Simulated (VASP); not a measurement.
Set up this calculation in VASP 6.6.1, as the native input.

| Quantity | Value |
| --- | --- |
| Task | single point |
| Functional | r2SCAN |
| Potentials or basis | VASP PAW PBE potentials, release 64 (Co, Ga_d, V_sv) |
| Cutoff | 520 eV |
| k mesh | 5 × 5 × 5 |
| Occupations | fermi-dirac, width 0.0211 eV |
| Spin | no spin polarisation |
| Dipole correction | no |
| Further INCAR settings | ALGO = Normal; EDIFF = 1e-06; NBANDS = 72 |

The system is VGa3Co.

```
Co Ga V
1.0
     3.71194    0.00000    0.00000
     1.85597  -10.71457    0.00000
     0.00000    0.00000   -3.63868
Co Ga V
2 6 2
Direct
  0.20500 0.59000 0.75000
  0.79500 0.41000 0.25000
  0.65300 0.69400 0.75000
  0.34700 0.30600 0.25000
  0.32600 0.34800 0.75000
  0.67400 0.65200 0.25000
  0.52500 0.95000 0.75000
  0.47500 0.05000 0.25000
  0.92800 0.14400 0.75000
  0.07200 0.85600 0.25000
```

The cell was built by a generator and needn't be a form met in nature.

The input as run:

POSCAR

```
VGa3Co
1.0
    3.7119420000      0.0000000000      0.0000000000
    1.8559710000    -10.7145700000      0.0000000000
    0.0000000000      0.0000000000     -3.6386800000
Co Ga V
2 6 2
Direct
    0.2050000000      0.5900000000      0.7500000000
    0.7950000000      0.4100000000      0.2500000000
    0.6530000000      0.6940000000      0.7500000000
    0.3470000000      0.3060000000      0.2500000000
    0.3260000000      0.3480000000      0.7500000000
    0.6740000000      0.6520000000      0.2500000000
    0.5250000000      0.9500000000      0.7500000000
    0.4750000000      0.0500000000      0.2500000000
    0.9280000000      0.1440000000      0.7500000000
    0.0720000000      0.8560000000      0.2500000000
```

INCAR.step1

```
SYSTEM = VGa3Co
  PREC = Accurate
  ENCUT = 520
  ISMEAR = -1
  SIGMA = 0.0211
  LREAL = .FALSE.
  LASPH = .TRUE.
  NELM = 60
  NBANDS = 72
  GGA = PE
  ALGO = Normal
  EDIFF = 1E-4
  LWAVE = .TRUE.
  LCHARG = .FALSE.
```

INCAR.step2

```
SYSTEM = VGa3Co
  PREC = Accurate
  ENCUT = 520
  EDIFF = 1E-6
  ISMEAR = -1
  SIGMA = 0.0211
  LREAL = .FALSE.
  LASPH = .TRUE.
  NELM = 60
  ALGO = Normal
  ISIF = 2
  LWAVE = .FALSE.
  LCHARG = .FALSE.
  METAGGA = R2SCAN
  LMIXTAU = .TRUE.
  NBANDS = 72
  ISTART = 1
```

KPOINTS

```
Automatic mesh
0
G
  5 5 5
  0 0 0
```

Potentials or basis: VASP PAW PBE potentials, release 64 (Co, Ga_d, V_sv).

Run with:

```console
$ cat potpaw_PBE.64/Co/POTCAR potpaw_PBE.64/Ga_d/POTCAR potpaw_PBE.64/V_sv/POTCAR > POTCAR
$ cp INCAR.step1 INCAR
$ mpirun -np 1 vasp_std > vasp.out
$ cp INCAR.step2 INCAR
$ mpirun -np 1 vasp_std > vasp.out
```

It gave:

```yaml
Pressure: 30.6 GPa
Largest_force: 8.575 eV/Å
Band_gap_on_the_k_mesh: none (metal or under the smearing width)
```

Caveat: a pressure of tens of GPa on the cell as given is suspect, and the run, the potentials or the cell itself is likely at fault; the PAW data sets were made with another functional, which shifts forces and pressure a little.

Wall time 11 min on 1 thread of Intel(R) Xeon(R) 6975P-C (Granite Rapids), on a shared host, peak memory 0.41 GiB.
